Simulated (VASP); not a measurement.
Data:

```
CELL_PARAMETERS angstrom
      0.00000     2.78275     2.78275
      2.78275     0.00000     2.78275
      2.78275     2.78275     0.00000
ATOMIC_POSITIONS crystal
  Li 0.25000 0.25000 0.25000
  Li 0.75000 0.75000 0.75000
  S  0.00000 0.00000 0.00000
```

Calculation: LDA (Ceperley-Alder, Perdew-Zunger), VASP's LDA PAW potentials (set 64) (plane waves; VASP). Numerical set-up: 520 eV cut-off, Gaussian smearing of 0.050 eV, potentials Li_sv S.

### Question
Give the energies of bands 4 to 9 at the high-symmetry points, in eV from the valence-band maximum.

### Answer

| band | Γ | X | U | L | W |
|---|---|---|---|---|---|
| 4 | 0.00 | -2.33 | -2.33 | -3.17 | -2.02 |
| 5 | 0.00 | -1.61 | -2.14 | -0.58 | -2.00 |
| 6 | 0.00 | -1.61 | -1.31 | -0.58 | -2.00 |
| 7 | 4.44 | 3.11 | 4.43 | 6.28 | 5.40 |
| 8 | 6.03 | 7.18 | 8.20 | 6.40 | 7.28 |
| 9 | 6.03 | 11.34 | 9.62 | 6.40 | 9.04 |

The gap is indirect, 3.11 eV, from the valence maximum at Γ to the conduction minimum at X.

The compound is Li2S in the antifluorite structure. It was relaxed first, which changed the volume by -8 %.
